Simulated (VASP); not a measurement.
Data:

```yaml
crystal:
  lattice:
    - [1.51236, -2.61948, 0.00000]
    - [1.51236, 2.61948, 0.00000]
    - [0.00000, 0.00000, 3.21554]
  atoms:
    - { symbol: Ti, position: [0.00000, 0.00000, 0.00000] }
    - { symbol: B, position: [0.33333, 0.66667, 0.50000] }
    - { symbol: B, position: [0.66667, 0.33333, 0.50000] }
```

Calculation: rev-vdW-DF2, VASP's PBE PAW potentials (set 64) (plane waves; VASP). Settings: 520 eV cut-off, 13×13×11 Γ-centred mesh, tetrahedra with Blöchl corrections, potentials Ti_sv B.

The cores are frozen, which limits the accuracy of field gradients.

**Question.** Give the principal components of the electric field gradient (V/Å²) and the asymmetry η at each nucleus.

**Answer.** 
```tsv
atom	Vxx	Vyy	Vzz	η
Ti1	-9.1	-9.1	18.2	0.00
B2	-2.4	-2.4	4.8	0.00
B3	-2.4	-2.4	4.8	0.00
```

The compound is TiB2 in the AlB2 type structure. It was relaxed first.
